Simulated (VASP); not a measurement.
VASP input:

### POSCAR
```
KF
1
    0.0000000000     2.6750000000     2.6750000000
    2.6750000000     0.0000000000     2.6750000000
    2.6750000000     2.6750000000     0.0000000000
K F
1 1
Direct
  0.0000000000   0.0000000000   0.0000000000
  0.5000000000   0.5000000000   0.5000000000
```

### KPOINTS
```
Automatic mesh
0
Gamma
7 7 7
0 0 0
```

**INCAR**
```
SYSTEM = KF
PREC = Accurate
ENCUT = 520
EDIFF = 1E-6
NELM = 60
ALGO = Normal
LREAL = .FALSE.
LASPH = .TRUE.
ISMEAR = 0
SIGMA = 0.05
GGA = PE
LWAVE = .FALSE.
LCHARG = .FALSE.
ISIF = 2
IMIX = 1
AMIX = 1.2
BMIX = 0.0001
```

POTCAR, in this order: K_sv F (PBE.64 set). Program: vasp_std.

The run wrote:

standard output:
```
...
DAV:  21    -0.235801984088E+04   -0.28697E+03   -0.31725E+04   924   0.874E+02    0.369E+03
DAV:  22    -0.206898833892E+04    0.28903E+03   -0.26434E+04   960   0.622E+02    0.368E+03
DAV:  23    -0.236207490562E+04   -0.29309E+03   -0.31712E+04   932   0.869E+02    0.367E+03
DAV:  24    -0.208041955635E+04    0.28166E+03   -0.26583E+04   960   0.621E+02    0.368E+03
DAV:  25    -0.236129329077E+04   -0.28087E+03   -0.31622E+04   920   0.861E+02    0.369E+03
DAV:  26    -0.207074362101E+04    0.29055E+03   -0.26411E+04   960   0.623E+02    0.363E+03
DAV:  27    -0.235151375459E+04   -0.28077E+03   -0.31572E+04   928   0.883E+02    0.362E+03
DAV:  28    -0.205826366183E+04    0.29325E+03   -0.26256E+04   960   0.612E+02    0.369E+03
DAV:  29    -0.236120141670E+04   -0.30294E+03   -0.31678E+04   924   0.861E+02    0.371E+03
DAV:  30    -0.208263843944E+04    0.27856E+03   -0.26617E+04   960   0.624E+02    0.370E+03
DAV:  31    -0.235972885902E+04   -0.27709E+03   -0.31638E+04   932   0.877E+02    0.370E+03
DAV:  32    -0.208275631829E+04    0.27697E+03   -0.26675E+04   960   0.627E+02    0.371E+03
DAV:  33    -0.236251686065E+04   -0.27976E+03   -0.31634E+04   928   0.873E+02    0.371E+03
DAV:  34    -0.207682333519E+04    0.28569E+03   -0.26584E+04   960   0.621E+02    0.368E+03
DAV:  35    -0.236845270707E+04   -0.29163E+03   -0.31717E+04   936   0.875E+02    0.367E+03
DAV:  36    -0.209366678740E+04    0.27479E+03   -0.26774E+04   960   0.632E+02    0.369E+03
DAV:  37    -0.235781062939E+04   -0.26414E+03   -0.31632E+04   920   0.868E+02    0.369E+03
DAV:  38    -0.206660931688E+04    0.29120E+03   -0.26364E+04   960   0.621E+02    0.368E+03
DAV:  39    -0.236412403331E+04   -0.29751E+03   -0.31677E+04   928   0.867E+02    0.367E+03
DAV:  40    -0.207677460238E+04    0.28735E+03   -0.26520E+04   960   0.629E+02    0.369E+03
DAV:  41    -0.235269563945E+04   -0.27592E+03   -0.31585E+04   928   0.858E+02    0.369E+03
DAV:  42    -0.206188930843E+04    0.29081E+03   -0.26343E+04   960   0.618E+02    0.369E+03
DAV:  43    -0.235888781580E+04   -0.29700E+03   -0.31692E+04   920   0.867E+02    0.369E+03
DAV:  44    -0.206752955602E+04    0.29136E+03   -0.26329E+04   960   0.622E+02    0.369E+03
DAV:  45    -0.235989488863E+04   -0.29237E+03   -0.31744E+04   912   0.873E+02    0.369E+03
DAV:  46    -0.206897624827E+04    0.29092E+03   -0.26441E+04   960   0.622E+02    0.369E+03
DAV:  47    -0.235438111296E+04   -0.28540E+03   -0.31670E+04   912   0.860E+02    0.369E+03
DAV:  48    -0.206768904291E+04    0.28669E+03   -0.26405E+04   960   0.620E+02    0.367E+03
DAV:  49    -0.235073741256E+04   -0.28305E+03   -0.31583E+04   928   0.858E+02    0.367E+03
DAV:  50    -0.206169439639E+04    0.28904E+03   -0.26314E+04   960   0.616E+02    0.367E+03
DAV:  51    -0.236324446809E+04   -0.30155E+03   -0.31676E+04   920   0.882E+02    0.367E+03
DAV:  52    -0.208514878919E+04    0.27810E+03   -0.26586E+04   960   0.622E+02    0.369E+03
DAV:  53    -0.235140487217E+04   -0.26626E+03   -0.31614E+04   928   0.876E+02    0.369E+03
DAV:  54    -0.206542828382E+04    0.28598E+03   -0.26463E+04   960   0.619E+02    0.368E+03
DAV:  55    -0.235298216248E+04   -0.28755E+03   -0.31598E+04   920   0.869E+02    0.367E+03
DAV:  56    -0.206819307946E+04    0.28479E+03   -0.26471E+04   960   0.621E+02    0.368E+03
DAV:  57    -0.236122906267E+04   -0.29304E+03   -0.31578E+04   932   0.882E+02    0.368E+03
DAV:  58    -0.209938874510E+04    0.26184E+03   -0.26890E+04   960   0.630E+02    0.371E+03
DAV:  59    -0.236056386979E+04   -0.26118E+03   -0.31665E+04   936   0.861E+02    0.371E+03
DAV:  60    -0.206308529437E+04    0.29748E+03   -0.26367E+04   960   0.617E+02

 -----------------------------------------------------------------------------
|                                                                             |
|           W    W    AA    RRRRR   N    N  II  N    N   GGGG   !!!           |
|           W    W   A  A   R    R  NN   N  II  NN   N  G    G  !!!           |
|           W    W  A    A  R    R  N N  N  II  N N  N  G       !!!           |
|           W WW W  AAAAAA  RRRRR   N  N N  II  N  N N  G  GGG   !            |
|           WW  WW  A    A  R   R   N   NN  II  N   NN  G    G                |
|           W    W  A    A  R    R  N    N  II  N    N   GGGG   !!!           |
|                                                                             |
|     The electronic self-consistency was not achieved in the given           |
|     number of steps (NELM). The forces and other quantities evaluated       |
|     might not be reliable so examine the results carefully. If you find     |
|     spurious results, we suggest increasing NELM, if you were close to      |
|     convergence or switching to a different ALGO or adjusting the           |
|     density mixing parameters otherwise.                                    |
|                                                                             |
 -----------------------------------------------------------------------------

   1 F= -.20630853E+04 E0= -.20630834E+04  d E =-.381252E-02
```

File OUTCAR:
```
------------------------ aborting loop EDIFF was not reached (unconverged)  ----------------------------
  FORCE on cell =-STRESS in cart. coord.  units (eV):
  Direction    XX          YY          ZZ          XY          YZ          ZX
  --------------------------------------------------------------------------------------
  Total      680.5593962    680.5593962    680.5593962     -0.0000000      0.0000000      0.0000000
  in kB    28482.3134866  28482.3134866  28482.3134866     -0.0000000      0.0000000      0.0000000
  external PRESSURE =   28482.3134866 kB  Pullay stress =       0.0000000 kB
  volume of cell :       38.28
      direct lattice vectors                 reciprocal lattice vectors
     0.000000000  2.675000000  2.675000000    -0.186915888  0.186915888  0.186915888
     2.675000000  0.000000000  2.675000000     0.186915888 -0.186915888  0.186915888
     2.675000000  2.675000000  0.000000000     0.186915888  0.186915888 -0.186915888
  FREE ENERGIE OF THE ION-ELECTRON SYSTEM (eV)
  ---------------------------------------------------
  free  energy   TOTEN  =     -2063.0852943715 eV

  energy  without entropy=    -2063.0814818525  energy(sigma->0) =    -2063.08338811
```
(Selected blocks of OUTCAR.)

From input and log, find the fault in this run and mend it.

The cause: simple mixing (IMIX = 1) with AMIX above 1 overshoots. Convergence was not reached. Against the sound run, the energy per atom (σ→0) falls by 1027.396 eV/atom; the pressure increases by 2846.92 GPa; the band gap decreases by 6.15 eV. To mend it, remove IMIX, remove AMIX, remove BMIX.

The mended run (PBE GGA, plane waves, VASP's PBE PAW potentials (set 64)) converges, and its OSZICAR ends with
```
   1 F= -.82913862E+01 E0= -.82913862E+01  d E =-.452948E-19
```

The compound is KF in the rock salt structure. The cell was not relaxed at this level.
